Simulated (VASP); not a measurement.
**ZrB2: the relaxed cell at several levels**

Aim: relax ZrB2 at several levels and hold each cell against experiment. The levels: LDA, PBEsol, PBE, r2SCAN, PBE + D3(BJ), r2SCAN + rVV10, optB86b-vdW and rev-vdW-DF2. The start is a cell from a database of measured crystal structures.

Method: LDA; plane waves and PAW (Zr_sv, B), in the first sound run; inputs show where later runs differ, in VASP 6.6.1.

### Step 1. Set-up

Before any relaxation, the start is as follows. It takes space group P6/mmm (No. 191, hexagonal). Conventional cell: a = 3.170 Å, b = 3.170 Å, c = 3.533 Å, α = 90.00°, β = 90.00°, γ = 120.00°. Zr has 12 B at 2.54 Å nearest. B has 3 B at 1.83 Å and 6 Zr at 2.54 Å nearest. Farther neighbours are not listed.

### Step 2. Relaxation with LDA

The start need not lie at this functional's minimum. ISIF = 3 frees volume, shape and positions, and EDIFFG sets the threshold on forces and stress at which the search stops. LDA, the lowest rung, knows the local density alone.

The input, INCAR:

```
SYSTEM = ZrB2
PREC = Accurate
ENCUT = 520
EDIFF = 1E-06
NELM = 100
ISMEAR = -1
SIGMA = 0.05
LREAL = .FALSE.
ALGO = Normal
GGA = CA
NBANDS = 15
LORBIT = 11
LWAVE = .FALSE.
LCHARG = .FALSE.
KPAR = 4
IBRION = 2
NSW = 60
ISIF = 3
EDIFFG = -0.01
```

The input, POSCAR:

```
ZrB2
1.0
    3.1700000000      0.0000000000      0.0000000000
   -1.5850000000      2.7453005300      0.0000000000
    0.0000000000      0.0000000000      3.5330000000
Zr B
1 2
Direct
    0.0000000000      0.0000000000      0.0000000000
    0.3333333333      0.6666666667      0.5000000000
    0.6666666667      0.3333333333      0.5000000000
```

The input, KPOINTS:

```
Automatic mesh
0
Gamma
10 10 8
0 0 0
```

Potentials, in the order of the species: Zr_sv and B (PBE family, release 64).

The run is started by

```bash
mpirun -np 4 vasp_std
```

Log:

```text
[banner, memory and clock lines left out]
running    4 mpi-ranks, on    1 nodes
 distrk:  each k-point on    1 cores,    4 groups
 distr:  one band on    1 cores,    1 groups

 POSCAR found type information on POSCAR ZrB
 POSCAR found :  2 types and       3 ions
|                                                                             |
|               ----> ADVICE to this user running VASP <----                  |
|                                                                             |
|     You enforced a specific xc type in the INCAR file but a different       |
|     [... a line on the potential file left out ...]
|     I HOPE YOU KNOW WHAT YOU ARE DOING!                                     |
|                                                                             |

 LDA part: xc-table for (Slater(with rela. corr.)+CA(PZ))
 , standard interpolation
 POSCAR, INCAR and KPOINTS ok, starting setup
 FFT: planning ... GRIDC
 FFT: planning ... GRID_SOFT
 FFT: planning ... GRID
 WAVECAR not read
 entering main loop
       N       E                     dE             d eps       ncg     rms          rms(c)
DAV:   1     0.101396771278E+03    0.10140E+03   -0.96862E+03  2100   0.119E+03
DAV:   2    -0.254508628930E+02   -0.12685E+03   -0.12267E+03  2597   0.303E+02
DAV:   3    -0.299257532196E+02   -0.44749E+01   -0.44474E+01  3457   0.485E+01
DAV:   4    -0.299798932023E+02   -0.54140E-01   -0.54127E-01  2362   0.500E+00
DAV:   5    -0.299811550791E+02   -0.12619E-02   -0.12618E-02  3281   0.518E-01    0.224E+01
DAV:   6    -0.273048623059E+02    0.26763E+01   -0.64953E+00  2592   0.173E+01    0.923E+00
DAV:   7    -0.272635984316E+02    0.41264E-01   -0.70364E-01  3082   0.526E+00    0.345E+00
DAV:   8    -0.272626092037E+02    0.98923E-03   -0.97267E-02  2510   0.264E+00    0.492E-01
DAV:   9    -0.272590550718E+02    0.35541E-02   -0.18569E-02  2670   0.104E+00    0.174E-01
DAV:  10    -0.272588252374E+02    0.22983E-03   -0.11752E-03  2473   0.323E-01    0.434E-02
DAV:  11    -0.272588272202E+02   -0.19828E-05   -0.64009E-05  2962   0.749E-02    0.110E-02
DAV:  12    -0.272588257482E+02    0.14720E-05   -0.28865E-06  2383   0.122E-02    0.501E-03
DAV:  13    -0.272588256232E+02    0.12500E-06   -0.51234E-07  1232   0.632E-03
   1 F= -.27258826E+02 E0= -.27257410E+02  d E =-.272588E+02
 curvature:   0.00 expect dE= 0.000E+00 dE for cont linesearch  0.000E+00
 trial: gam= 0.00000 g(F)=  0.290E-49 g(S)=  0.107E+00 ort = 0.000E+00 (trialstep = 0.100E+01)
 search vector abs. value=  0.107E+00
 bond charge predicted
       N       E                     dE             d eps       ncg     rms          rms(c)
DAV:   1    -0.278175870085E+02   -0.55876E+00   -0.17736E+01  2454   0.418E+01    0.103E+01
DAV:   2    -0.272789430044E+02    0.53864E+00   -0.12337E+00  2379   0.122E+01    0.257E+00
DAV:   3    -0.272211861084E+02    0.57757E-01   -0.46859E-01  3249   0.507E+00    0.122E+00
DAV:   4    -0.272321352608E+02   -0.10949E-01   -0.16332E-02  2733   0.101E+00    0.490E-01
DAV:   5    -0.272391672965E+02   -0.70320E-02   -0.18026E-02  3259   0.787E-01    0.412E-01
DAV:   6    -0.272406359155E+02   -0.14686E-02   -0.13223E-03  3599   0.271E-01    0.124E-01
DAV:   7    -0.272407050214E+02   -0.69106E-04   -0.10969E-04  2710   0.103E-01    0.302E-02
DAV:   8    -0.272407118134E+02   -0.67920E-05   -0.61175E-06  2557   0.278E-02    0.110E-02
DAV:   9    -0.272407128127E+02   -0.99927E-06   -0.10236E-06  1673   0.115E-02
   2 F= -.27240713E+02 E0= -.27239413E+02  d E =0.181128E-01
[...]
3 F= -.27282658E+02 E0= -.27281295E+02  d E =-.238324E-01
 curvature:  -0.21 expect dE=-0.547E-05 dE for cont linesearch -0.260E-05
 ZBRENT: interpolating
 opt :   0.4427  next Energy=   -27.282661 (dE=-0.238E-01)
 bond charge predicted
       N       E                     dE             d eps       ncg     rms          rms(c)
DAV:   1    -0.272827003480E+02   -0.42647E-04   -0.13031E-03  2440   0.362E-01    0.874E-02
DAV:   2    -0.272826616426E+02    0.38705E-04   -0.11130E-04  2491   0.114E-01    0.216E-02
DAV:   3    -0.272826568040E+02    0.48386E-05   -0.29283E-05  3298   0.402E-02    0.915E-03
DAV:   4    -0.272826575095E+02   -0.70547E-06   -0.11009E-06  1933   0.793E-03
   4 F= -.27282658E+02 E0= -.27281295E+02  d E =-.238319E-01
 curvature:  -0.20 expect dE=-0.361E-05 dE for cont linesearch -0.492E-06
 trial: gam= 0.00493 g(F)=  0.107E-49 g(S)=  0.178E-04 ort =-0.510E-03 (trialstep = 0.889E+00)
 search vector abs. value=  0.154E-04
 reached required accuracy - stopping structural energy minimisation
```

Elapsed: 7.6 s, on 4 MPI ranks of Intel Xeon 6975P-C (Granite Rapids), shared host; peak memory 0.6 GiB; 28 s of CPU time.

Lines that name or quote the potential files are left out of all logs, and their timing lines are given in words.

Parts of OUTCAR (step 2):

```text
ion  position               nearest neighbor table
   1  0.000  0.000  0.000-   2 2.54   3 2.54   2 2.54   3 2.54   3 2.54   3 2.54   2 2.54   2 2.54
                             3 2.54   3 2.54   2 2.54   2 2.54
   2  0.333  0.667  0.500-   3 1.83   3 1.83   3 1.83   1 2.54   1 2.54   1 2.54   1 2.54   1 2.54
                             1 2.54
   3  0.667  0.333  0.500-   2 1.83   2 1.83   2 1.83   1 2.54   1 2.54   1 2.54   1 2.54   1 2.54
                             1 2.54

  LATTYP: Found a hexagonal cell.
 ALAT       =     3.1700000000
 C/A-ratio  =     1.1145110410

 Subroutine GETGRP returns: Found 24 space group operations
 (whereof 24 operations were pure point group operations)

The static configuration has the point symmetry D_6h.

 Found     70 irreducible k-points:

   k-points           NKPTS =     70   k-points in BZ     NKDIM =     70   number of bands    NBANDS=     15

   dimension x,y,z NGX =    24 NGY =   24 NGZ =   28
   dimension x,y,z NGXF=    48 NGYF=   48 NGZF=   56

   ENCUT  =  520.0 eV  38.22 Ry    6.18 a.u.   5.89  5.89  6.57*2*pi/ulx,y,z

   NELECT =      18.0000    total number of electrons

 k-points in reciprocal lattice and weights: Automatic mesh
   0.00000000  0.00000000  0.00000000       0.001
   0.10000000 -0.00000000  0.00000000       0.007
   0.20000000 -0.00000000  0.00000000       0.007
   0.30000000  0.00000000  0.00000000       0.007
   0.40000000  0.00000000  0.00000000       0.007
   0.50000000  0.00000000  0.00000000       0.004
   0.10000000  0.10000000  0.00000000       0.007
   0.20000000  0.10000000  0.00000000       0.015
   0.30000000  0.10000000  0.00000000       0.015
[...]
0.40000000  0.20000000  0.50000000       0.007
   0.30000000  0.30000000  0.50000000       0.007

 average (electrostatic) potential at core
       1 -72.0674       2 -21.5907       3 -21.5907

 E-fermi :  10.5258

 k-point     1 :       0.0000    0.0000    0.0000
  band No.  band energies     occupation
    ...
      5      -2.0706      2.00000
      6       7.9484      2.00000
      7       7.9484      2.00000
      8       7.9600      2.00000
      9       8.3471      2.00000
     10      14.1522      0.00000
     11      14.1522      0.00000
     12      14.9301      0.00000
     13      14.9301      0.00000
     14      15.8825      0.00000
    ...

 k-point     2 :       0.1000   -0.0000    0.0000
  band No.  band energies     occupation
    ...
      5      -1.8654      2.00000
      6       7.3978      2.00000
      7       7.9605      2.00000
      8       8.1078      2.00000
      9       8.1563      2.00000
     10      13.8868      0.00000
     11      14.0227      0.00000
     12      14.3050      0.00000
     13      14.4741      0.00000
     14      16.6290      0.00000
    ...

 k-point     3 :       0.2000   -0.0000    0.0000
  band No.  band energies     occupation
    ...
      5      -1.2864      2.00000
      6       6.1721      2.00000
      7       7.5902      2.00000
      8       7.9309      2.00000
      9       8.5176      2.00000
     10      12.9156      0.00000
     11      13.7081      0.00000
     12      14.0576      0.00000
     13      14.6955      0.00000
     14      17.1739      0.00000
    ...

  Total        0.0190776      0.0190776     -0.0195040      0.0000000     -0.0000000      0.0000000
  in kB        1.0264002      1.0264002     -1.0493429      0.0000000     -0.0000000      0.0000000
  external PRESSURE =       0.3344859 kB  Pullay stress =       0.0000000 kB

  energy-cutoff  :      520.00
  volume of cell :       29.78
      direct lattice vectors                 reciprocal lattice vectors
     3.135256937  0.000000000  0.000000000     0.318953126  0.184147673  0.000000000
    -1.567628468  2.715212154  0.000000000     0.000000000  0.368295346  0.000000000
    -0.000000000 -0.000000000  3.498159309     0.000000000 -0.000000000  0.285864625

 POSITION                                       TOTAL-FORCE (eV/Angst)
 -----------------------------------------------------------------------------------
      0.00000      0.00000      0.00000         0.000000      0.000000      0.000000
     -0.00000      1.81014      1.74908         0.000000      0.000000      0.000000
      1.56763      0.90507      1.74908        -0.000000     -0.000000      0.000000
 -----------------------------------------------------------------------------------
    total drift:                               -0.000000      0.000000     -0.000000

  FREE ENERGIE OF THE ION-ELECTRON SYSTEM (eV)
  ---------------------------------------------------
  free  energy   TOTEN  =       -27.2826575095 eV

  energy  without entropy=      -27.2799330808  energy(sigma->0) =      -27.28129530

 reached required accuracy - stopping structural energy minimisation

 total charge
# of ion       s       p       d       tot
------------------------------------------
    1        2.178   6.035   1.839  10.052
    2        0.662   1.273   0.000   1.934
    3        0.662   1.273   0.000   1.934
--------------------------------------------------
tot          3.501   8.580   1.839  13.920

[... 3 further parts left out ...]
```

CONTCAR:

```
ZrB2
   1.00000000000000
     3.1352569365769765    0.0000000000000000    0.0000000000000000
    -1.5676284682884882    2.7152121544702585    0.0000000000000000
    -0.0000000000000000   -0.0000000000000000    3.4981593087297691
  Zr              B
     1     2
Direct
     0.0000000000000000    0.0000000000000000    0.0000000000000000
     0.3333333332999970    0.6666666667000030    0.5000000000000000
     0.6666666667000030    0.3333333332999970    0.5000000000000000
```

The PAW data sets were made with PBE, though LDA sets exist; this is a small mismatch. The run keeps the 24 symmetry operations of its start, so it cannot find a distortion of lower symmetry.

Step by step:

```
step  energy less that of the first step (eV)  largest force (eV/Å)  pressure (GPa)  volume (Å³)
   1                                   0.0000                0.0000           -7.76        30.75
   2                                   0.0181                0.0000           11.56        28.59
   3                                  -0.0238                0.0000           -0.09        29.80
   4                                  -0.0238                0.0000            0.03        29.78
```

```
conventional cell, symmetrised  before  after  change
                         a (Å)   3.170  3.135  -1.1 %
                         b (Å)   3.170  3.135  -1.1 %
                         c (Å)   3.533  3.498  -1.0 %
              volume (Å³/atom)   10.25   9.93  -3.1 %
```

The relaxed structure:

```
Zr B
1.0
     3.13526    0.00000    0.00000
    -1.56763    2.71521    0.00000
     0.00000    0.00000    3.49816
Zr B
1 2
Direct
  0.00000 0.00000 0.00000
  0.33333 0.66667 0.50000
  0.66667 0.33333 0.50000
```

This step gave:

```
electrons                       : 18
bands                           : 15
irreducible k-points            : 70
symmetry operations             : 24
free energy (TOTEN)             : -27.28 eV
energy at zero smearing         : -27.28 eV
Fermi energy                    : 10.53 eV
pressure                        : 0.03345 GPa
metallic                        : yes
SCF cycles over all ionic steps : 35
```

It ends with forces that vanish by symmetry and a pressure of 0.03 GPa. The volume lies -3.1 % from that of the database's start, which holds the thermal and zero-point expansion of its experiment. LDA is known to overbind. The conventional cell has a = 3.135 and c = 3.498 Å.

[end of part 1 of 3]

[Lines on the potential files, build, host, timing and source positions are cut from VASP's logs without a mark.]

[Logs are printed without paths, hosts, clocks, repeated set-up lines and the standing remarks that a program may print on its own settings, such as how far it seeks lower states.]

[Hosts, paths, dates, database ids (printed as entryN), source tags and the programs' standing remarks are cut or masked in the printed files.]

[Measured values are set beside computed ones only where the two were judged alike; some that the calculation misses by far are left out.]

[In band tables of VASP the shares of atoms and orbitals are scaled to a sum of 1 inside the atoms' spheres.]
